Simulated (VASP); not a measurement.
ZnSe (zinc blende), at 1.04 of the tabulated volume:

```yaml
crystal:
  lattice:
    - [0.00000, 2.87231, 2.87231]
    - [2.87231, 0.00000, 2.87231]
    - [2.87231, 2.87231, 0.00000]
  atoms:
    - { symbol: Zn, position: [0.00000, 0.00000, 0.00000] }
    - { symbol: Se, position: [0.25000, 0.25000, 0.25000] }
```

The lowest empty band near Γ, direction [111], from PBE with spin-orbit coupling in VASP (PAW); its two spin partners are averaged. The gap over the points computed is 1.00 eV, and the next band on that side lies 4.59 eV away at the edge.

Settings: 400 eV cut-off, 9×9×9 Γ-centred mesh, Gaussian smearing of 0.050 eV, potentials Zn Se.

```
distance from the edge in k (1/Å)  distance in energy (meV)
---------------------------------  ------------------------
0.012                                                   6.4
0.018                                                  14.2
0.025                                                  27.0
0.035                                                  51.6
0.050                                                 100.3
0.070                                                 181.5
```

Q: Fit E(1 + αE) = ħ²k²/2m* (ħ²/2m0 = 3.810 eV Å²) and predict the row at 0.095 1/Å.

A: Least squares on the energies gives the electron mass m* = 0.085 m0 and α = 1.12 per eV, and so 300.8 meV. The run gave 299.5 meV, -1.3 meV from the fit. So light an electron mass at Γ scales with the gap, and carries this level's error in it.

Left out are points under 3 meV from the edge, since the levels carry 0.1 meV, and points farther than half the way to the next band.

The compound is ZnSe in the zinc blende structure. The cell was not relaxed at this level.
